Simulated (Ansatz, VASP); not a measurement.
# One calculation of CaPb, two programs

File INCAR:

```
SYSTEM = CaPb
PREC = Accurate
ENCUT = 520
EDIFF = 1E-6
ISMEAR = -1
SIGMA = 0.1
LREAL = .FALSE.
LASPH = .TRUE.
NELM = 100
ALGO = Normal
ISIF = 2
LWAVE = .FALSE.
LCHARG = .FALSE.
GGA = CA
NBANDS = 19
```

Contents of KPOINTS:

```
regular mesh
0
G
  7 7 5
  0 0 0
```

Contents of POSCAR:

```
CaPb
1.0
    3.5666360000      0.0000000000      0.0000000000
    0.0000000000      3.5666360000      0.0000000000
    0.0000000000      0.0000000000      4.6275120000
Ca Pb
1 1
Direct
    0.0000000000      0.0000000000      0.0000000000
    0.5000000000      0.5000000000      0.5000000000
```

Input for Ansatz:

```yaml
crystal:
  lattice:
    - [3.566636, 0.0, 0.0]
    - [0.0, 3.566636, 0.0]
    - [0.0, 0.0, 4.627512]
  atoms:
    - { symbol: Ca, position: [0.0, 0.0, 0.0] }
    - { symbol: Pb, position: [0.5, 0.5, 0.5] }
basis:
  ecutwfc: 462.593566181796
kpoints:
  mp_grid:
    grid: [7, 7, 5]
    shift: [0.0, 0.0, 0.0]
hamiltonian:
  xc: lda
  pseudopotentials:
    kind: paw
scf:
  max_iter: 50
  occupations:
    method: fermi_dirac
    width: 0.1
output:
  forces: true
  stress: true
```

The cell comes from a database or a generator and needn't be the stable form of this composition.

Alike in both runs: task single point; functional LDA; k mesh 7 × 7 × 5; occupations fermi-dirac, width 0.1 eV; no spin polarisation.

|  | VASP | Ansatz |
| --- | --- | --- |
| version | VASP 6.6.1 | Ansatz 0.2.0 |
| potentials or method | VASP PAW LDA potentials, release 64 (Ca_sv, Pb_d) | plane waves, PAW |
| plane-wave cutoff (eV) | 520 | 463 |
| valence electrons in the cell | 24 | 24 |

VASP gave:

```
pressure (GPa)                                  : -2.7
largest component of the traceless stress (GPa) : 0.56
```

**Question.** Estimate Ansatz's values.

**Answer.** Pressure (GPa): -2.8; largest component of the traceless stress (GPa): 0.60.

The runs have no spin-orbit coupling, so splittings on Pb are missing.
